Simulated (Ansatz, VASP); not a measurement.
MgScF3: VASP beside Ansatz

POSCAR

```
MgScF3
1.0
    3.6837100000      0.0000000000      0.0000000000
    0.0000000000      3.6837100000      0.0000000000
    0.0000000000      0.0000000000      3.6837100000
Sc Mg F
1 1 3
Direct
    0.5000000000      0.5000000000      0.5000000000
    0.0000000000      0.0000000000      0.0000000000
    0.5000000000      0.0000000000      0.0000000000
    0.0000000000      0.5000000000      0.0000000000
    0.0000000000      0.0000000000      0.5000000000
```

File INCAR.step1:

```
SYSTEM = MgScF3
  PREC = Accurate
  ENCUT = 600
  ISMEAR = -1
  SIGMA = 0.1
  LREAL = .False.
  LASPH = .True.
  NELM = 60
  GGA = PE
  ALGO = Normal
  EDIFF = 1E-4
  LWAVE = .True.
  LCHARG = .False.
```

File INCAR.step2:

```
SYSTEM = MgScF3
  PREC = Accurate
  ENCUT = 600
  EDIFF = 1E-7
  ISMEAR = -1
  SIGMA = 0.1
  LREAL = .False.
  LASPH = .True.
  NELM = 60
  ALGO = Normal
  ISIF = 3
  LWAVE = .False.
  LCHARG = .False.
  METAGGA = R2SCAN
  LMIXTAU = .True.
  IBRION = 2
  NSW = 60
  EDIFFG = -0.01
  ISTART = 1
```

Contents of KPOINTS:

```
Automatic mesh
0
Gamma
  5 5 5
  0 0 0
```

Input for Ansatz:

```yaml
crystal:
  lattice:
    - [3.68371, 0.0, 0.0]
    - [0.0, 3.68371, 0.0]
    - [0.0, 0.0, 3.68371]
  atoms:
    - { symbol: Sc, position: [0.5, 0.5, 0.5] }
    - { symbol: Mg, position: [0.0, 0.0, 0.0] }
    - { symbol: F, position: [0.5, 0.0, 0.0] }
    - { symbol: F, position: [0.0, 0.5, 0.0] }
    - { symbol: F, position: [0.0, 0.0, 0.5] }
  symmetry: { tolerance: 0.0003 }
kpoints:
  mp_grid: { grid: [5, 5, 5], shift: [0, 0, 0] }
magnetization:
  spin_polarized: false
scf:
  occupations: { method: fermi_dirac }
hamiltonian:
  pseudopotentials: { kind: paw }
  xc: r2scan
basis:
  ecutwfc: 500
output:
  forces: true
  stress: true
  eigenvalues: true
relax:
  max_steps: 40
  cell: {}
```

The cell was built by a generator and needn't be a form met in nature.

Alike in both runs: task relaxation of cell and atoms; functional r2SCAN; k mesh 5 × 5 × 5; no spin polarisation.

|  | VASP | Ansatz |
| --- | --- | --- |
| version | VASP 6.6.1 | Ansatz 0.2.0 |
| potentials or method | VASP PAW PBE potentials, release 64 (Sc_sv, Mg, F) | PAW plane waves |
| plane-wave cutoff (eV) | 600 | 500 |
| occupations | fermi-dirac, width 0.1 eV | fermi-dirac |
| valence electrons in the cell | 34 | 42 |

VASP gave:

* gap on the k mesh at the Fermi level, each at its own relaxed structure (eV): none
* relaxed volume (Å³/atom): 12.50
* relaxed cell length with the largest relative difference (Å): 3.968
* energy change over the relaxation (meV/atom): -187

Task: Which values does Ansatz return?

Result: gap on the k mesh at the Fermi level, each at its own relaxed structure (eV): none; relaxed volume (Å³/atom): 12.60; relaxed cell length with the largest relative difference (Å): 3.979; energy change over the relaxation (meV/atom): -196.

A gap of «none» marks a metal or a gap that the smearing closes. The two sets of potentials don't hold the same shells in valence.

Caveats: the volume moved by over 15 % at a fixed basis, so the end points are rough (VASP); the PAW data sets were made with another functional, which shifts forces and pressure a little (VASP).
